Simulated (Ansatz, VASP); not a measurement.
# Cross-check of SnPb2 between VASP and Ansatz, part 2 of 2

Wanted: the spread between two codes on one cell, functional and k mesh. The cell is generated by rule, not measured, and may not be a known phase. The cell is taken from a series of runs on this material, whose earlier steps may have relaxed, scaled, displaced or heated it; both programs get it as it stands.

VASP 6.6.1 and Ansatz 0.2.0.

So far: Set-up; Ansatz: zone-centre phonons, PBEsol; VASP: zone-centre phonons, PBEsol.

### Step 3. VASP: zone-centre phonons, PBEsol (continued)

Level of this step: PBEsol; plane waves and PAW (Sn_d, Pb_d); invented cell (VASP).

Numbers of over 12 decimals in the logs are rounded to 6 here.

Parts of OUTCAR (step 3):

```text
ion  position               nearest neighbor table
   1  0.000  0.500  0.000-   3 3.15   4 3.15   5 3.15   6 3.15   3 3.91   5 3.91   4 3.91   6 3.91

  LATTYP: Found a simple tetragonal cell.
 ALAT       =     8.2871563377
 C/A-ratio  =     0.3956810153

 Subroutine GETGRP returns: Found  8 space group operations
 (whereof  4 operations were pure point group operations)

The static configuration has the point symmetry D_2 .
 The point group associated with its full space group is D_4 .

 Found     42 irreducible k-points:

   k-points           NKPTS =     42   k-points in BZ     NKDIM =     42   number of bands    NBANDS=     52

   dimension x,y,z NGX =    60 NGY =   60 NGZ =   24
   dimension x,y,z NGXF=   120 NGYF=  120 NGZF=   48

   ENCUT  =  500.0 eV  36.75 Ry    6.06 a.u.  15.11 15.11  5.98*2*pi/ulx,y,z

   NELECT =      84.0000    total number of electrons

 k-points in reciprocal lattice and weights: Automatic mesh
   0.00000000  0.00000000  0.00000000       0.005
   0.25000000  0.00000000  0.00000000       0.021
   0.50000000  0.00000000  0.00000000       0.010
   0.25000000  0.25000000  0.00000000       0.021
   0.50000000  0.25000000  0.00000000       0.021
   0.50000000  0.50000000  0.00000000       0.005
   0.00000000  0.00000000  0.08333333       0.010
   0.25000000  0.00000000  0.08333333       0.042
   0.50000000  0.00000000  0.08333333       0.021
[...]
0.50000000  0.25000000  0.50000000       0.021
   0.50000000  0.50000000  0.50000000       0.005

 average (electrostatic) potential at core
       1-101.9360       2-101.9360       3 -92.3807       4 -92.3807       5 -92.3807
       6 -92.3807

  Total        0.0022126      0.0022126      0.0139182      0.0000000      0.0000000      0.0000000
[...]
4.14358      0.00000      1.63954         0.000000      0.000000     -0.000000
      5.65051      2.63665      2.45930         0.001851     -0.001851      0.000000
      2.63665      2.63665      0.81977        -0.001851     -0.001851     -0.000000
      2.63665      5.65051      2.45930        -0.001851      0.001851      0.000000
      5.65051      5.65051      0.81977         0.001851      0.001851     -0.000000
 -----------------------------------------------------------------------------------
    total drift:                               -0.000000      0.000000     -0.000000

 Eigenvectors and eigenvalues of the dynamical matrix
 ----------------------------------------------------

   1 f  =    3.594031 THz    22.581962 2PiTHz  119.883964 cm-1    14.863710 meV
             X         Y         Z           dx          dy          dz
      0.000000  4.143578  0.000000    -0.231451    0.148353   -0.000000
      4.143578  0.000000  1.639535    -0.043875    0.782598   -0.000000
      5.650506  2.636651  2.459303    -0.138836   -0.119509   -0.043868
      2.636651  2.636651  0.819768     0.242915   -0.232410    0.080712
      2.636651  5.650506  2.459303    -0.138836   -0.119509    0.043868
      5.650506  5.650506  0.819768     0.242915   -0.232410   -0.080712

   2 f  =    3.594031 THz    22.581962 2PiTHz  119.883964 cm-1    14.863710 meV
             X         Y         Z           dx          dy          dz
      0.000000  4.143578  0.000000     0.782598    0.043875   -0.000000
      4.143578  0.000000  1.639535     0.148353    0.231451   -0.000000
      5.650506  2.636651  2.459303    -0.232410   -0.242915   -0.080712
      2.636651  2.636651  0.819768    -0.119509    0.138836   -0.043868
      2.636651  5.650506  2.459303    -0.232410   -0.242915    0.080712
      5.650506  5.650506  0.819768    -0.119509    0.138836    0.043868

   3 f  =    2.306667 THz    14.493215 2PiTHz   76.942124 cm-1     9.539603 meV
             X         Y         Z           dx          dy          dz
      0.000000  4.143578  0.000000    -0.000000   -0.000000   -0.000000
      4.143578  0.000000  1.639535     0.000000    0.000000   -0.000000
      5.650506  2.636651  2.459303    -0.346037   -0.346037   -0.102549
      2.636651  2.636651  0.819768     0.346037   -0.346037    0.102549
      2.636651  5.650506  2.459303     0.346037    0.346037   -0.102549
      5.650506  5.650506  0.819768    -0.346037    0.346037    0.102549

   4 f  =    2.130794 THz    13.388171 2PiTHz   71.075626 cm-1     8.812251 meV
             X         Y         Z           dx          dy          dz
      0.000000  4.143578  0.000000    -0.343312   -0.439769    0.000000
      4.143578  0.000000  1.639535     0.500036    0.301934    0.000000
      5.650506  2.636651  2.459303     0.160858   -0.190695   -0.003526
      2.636651  2.636651  0.819768    -0.221365    0.243909   -0.054989
      2.636651  5.650506  2.459303     0.160858   -0.190695    0.003526
      5.650506  5.650506  0.819768    -0.221365    0.243909    0.054989

   5 f  =    2.130794 THz    13.388171 2PiTHz   71.075626 cm-1     8.812251 meV
             X         Y         Z           dx          dy          dz
      0.000000  4.143578  0.000000    -0.301934    0.500036   -0.000000
      4.143578  0.000000  1.639535     0.439769   -0.343312   -0.000000
      5.650506  2.636651  2.459303    -0.243909   -0.221365   -0.054989
      2.636651  2.636651  0.819768     0.190695    0.160858    0.003526
      2.636651  5.650506  2.459303    -0.243909   -0.221365    0.054989
      5.650506  5.650506  0.819768     0.190695    0.160858   -0.003526

   6 f  =    2.124782 THz    13.350397 2PiTHz   70.875088 cm-1     8.787387 meV
             X         Y         Z           dx          dy          dz
      0.000000  4.143578  0.000000    -0.000000   -0.000000   -0.245756
      4.143578  0.000000  1.639535     0.000000    0.000000   -0.245756
      5.650506  2.636651  2.459303     0.324979    0.324979    0.092627
      2.636651  2.636651  0.819768     0.324979   -0.324979    0.092627
      2.636651  5.650506  2.459303    -0.324979   -0.324979    0.092627
      5.650506  5.650506  0.819768    -0.324979    0.324979    0.092627

   7 f  =    1.725728 THz    10.843066 2PiTHz   57.564075 cm-1     7.137032 meV
             X         Y         Z           dx          dy          dz
      0.000000  4.143578  0.000000     0.000000   -0.000000   -0.000000
      4.143578  0.000000  1.639535     0.000000    0.000000   -0.000000
      5.650506  2.636651  2.459303    -0.353553    0.353553    0.000000
      2.636651  2.636651  0.819768     0.353553    0.353553   -0.000000
      2.636651  5.650506  2.459303     0.353553   -0.353553   -0.000000
      5.650506  5.650506  0.819768    -0.353553   -0.353553   -0.000000

   8 f  =    1.380923 THz     8.676595 2PiTHz   46.062632 cm-1     5.711036 meV
             X         Y         Z           dx          dy          dz
      0.000000  4.143578  0.000000     0.053645   -0.514551   -0.000000
      4.143578  0.000000  1.639535     0.377499   -0.073120   -0.000000
      5.650506  2.636651  2.459303    -0.367868    0.321297    0.007036
      2.636651  2.636651  0.819768     0.204504   -0.098623   -0.045795
      2.636651  5.650506  2.459303    -0.367868    0.321297   -0.007036
      5.650506  5.650506  0.819768     0.204504   -0.098623    0.045795

   9 f  =    1.380923 THz     8.676595 2PiTHz   46.062632 cm-1     5.711036 meV
             X         Y         Z           dx          dy          dz
      0.000000  4.143578  0.000000    -0.073120   -0.377499    0.000000
      4.143578  0.000000  1.639535    -0.514551   -0.053645    0.000000
      5.650506  2.636651  2.459303    -0.098623   -0.204504    0.045795
      2.636651  2.636651  0.819768     0.321297    0.367868    0.007036
      2.636651  5.650506  2.459303    -0.098623   -0.204504   -0.045795
      5.650506  5.650506  0.819768     0.321297    0.367868   -0.007036

  10 f  =    0.889798 THz     5.590763 2PiTHz   29.680450 cm-1     3.679905 meV
             X         Y         Z           dx          dy          dz
      0.000000  4.143578  0.000000    -0.000000    0.000000    0.000000
      4.143578  0.000000  1.639535     0.000000    0.000000   -0.000000
      5.650506  2.636651  2.459303     0.072513    0.072513   -0.489371
      2.636651  2.636651  0.819768    -0.072513    0.072513    0.489371
      2.636651  5.650506  2.459303    -0.072513   -0.072513   -0.489371
      5.650506  5.650506  0.819768     0.072513   -0.072513    0.489371

  11 f  =    0.627572 THz     3.943150 2PiTHz   20.933544 cm-1     2.595428 meV
             X         Y         Z           dx          dy          dz
      0.000000  4.143578  0.000000     0.055759   -0.082844   -0.000000
      4.143578  0.000000  1.639535     0.082585   -0.055934    0.000000
      5.650506  2.636651  2.459303    -0.006248    0.006381   -0.001091
      2.636651  2.636651  0.819768    -0.042372    0.042391    0.697400
      2.636651  5.650506  2.459303    -0.006248    0.006381    0.001091
      5.650506  5.650506  0.819768    -0.042372    0.042391   -0.697400

  12 f  =    0.627572 THz     3.943150 2PiTHz   20.933544 cm-1     2.595428 meV
             X         Y         Z           dx          dy          dz
      0.000000  4.143578  0.000000     0.055934    0.082585   -0.000000
      4.143578  0.000000  1.639535     0.082844    0.055759    0.000000
      5.650506  2.636651  2.459303    -0.042391   -0.042372    0.697400
      2.636651  2.636651  0.819768    -0.006381   -0.006248    0.001091
      2.636651  5.650506  2.459303    -0.042391   -0.042372   -0.697400
      5.650506  5.650506  0.819768    -0.006381   -0.006248   -0.001091

  13 f  =    0.491880 THz     3.090570 2PiTHz   16.407336 cm-1     2.034249 meV
             X         Y         Z           dx          dy          dz
      0.000000  4.143578  0.000000    -0.000000    0.000000    0.244827
      4.143578  0.000000  1.639535    -0.000000    0.000000   -0.244827
      5.650506  2.636651  2.459303    -0.331685    0.331685    0.000000
      2.636651  2.636651  0.819768    -0.331685   -0.331685    0.000000
      2.636651  5.650506  2.459303     0.331685   -0.331685   -0.000000
      5.650506  5.650506  0.819768     0.331685    0.331685   -0.000000
    [... 43 further lines ...]
      2.636651  5.650506  2.459303     0.122413   -0.122413    0.000000
      5.650506  5.650506  0.819768     0.122413    0.122413    0.000000

 ELASTIC MODULI CONTR FROM IONIC RELAXATION (kBar)
 Direction    XX          YY          ZZ          XY          YZ          ZX
 --------------------------------------------------------------------------------
 XX        -129.6745    -96.1231    -38.9697      0.0000     -0.0000      0.0000
 YY         -96.1231   -129.6745    -38.9697     -0.0000      0.0000      0.0000
 ZZ         -38.9697    -38.9697    -13.4513      0.0000      0.0000      0.0000
 XY          -0.0000     -0.0000     -0.0000   -369.9600     -0.0000      0.0000
 YZ          -0.0000      0.0000      0.0000     -0.0000    -62.6254     -0.0000
 ZX           0.0000     -0.0000      0.0000      0.0000     -0.0000    -70.1060
 --------------------------------------------------------------------------------
```

### Step 4. Comparison

Known differences besides the potentials themselves: the cutoff is 979.61 eV in Ansatz and 500 eV in VASP. Total energies have different zeros and are not compared.

Compared:

```csv
quantity,Ansatz,VASP,difference
"optical mode 1 (imaginary, printed as negative) (cm⁻¹)",-30.0,-31.0,+0.9
"optical mode 2 (imaginary, printed as negative) (cm⁻¹)",-27.8,-28.8,+0.9
optical mode 3 (cm⁻¹),18.0,16.4,+1.6
optical mode 4 to 5 (cm⁻¹),22.3,20.9,+1.4
optical mode 6 (cm⁻¹),30.6,29.7,+0.9
optical mode 7 to 8 (cm⁻¹),46.5,46.1,+0.5
optical mode 9 (cm⁻¹),57.9,57.6,+0.53 %
optical mode 10 (cm⁻¹),71.1,70.9,+0.26 %
optical mode 11 to 12 (cm⁻¹),71.3,71.1,+0.37 %
optical mode 13 (cm⁻¹),77.1,76.9,+0.23 %
optical mode 14 to 15 (cm⁻¹),120.1,119.9,+0.16 %
```

Modes are paired by rising frequency, not by their patterns, so a pair may set unlike modes beside each other; they are those without the splitting of longitudinal modes.

### Step 5. Results

* r.m.s. difference of the optical zone-centre modes, each program's sorted by frequency (zone-centre phonons, PBEsol): 0.81 cm⁻¹
* difference in optical mode 9 (zone-centre phonons, PBEsol): +0.5 %

The r.m.s. difference of the optical zone-centre modes, each program's sorted by frequency is 0.81 cm⁻¹ (zone-centre phonons, PBEsol). Among the rows given in per cent, the largest difference of the zone-centre phonons, PBEsol pair is in optical mode 9, +0.5 %. Such differences can come from data sets, numerical settings and the points named under the comparisons, not from the functional's error against experiment.

[Lines on the potential files, build, host, timing and source positions are cut from VASP's logs without a mark.]

[Logs are printed without paths, hosts, clocks, repeated set-up lines and the standing remarks that a program may print on its own settings, such as how far it seeks lower states.]

[Hosts, paths, dates, database ids (printed as entryN), source tags and the programs' standing remarks are cut or masked in the printed files.]
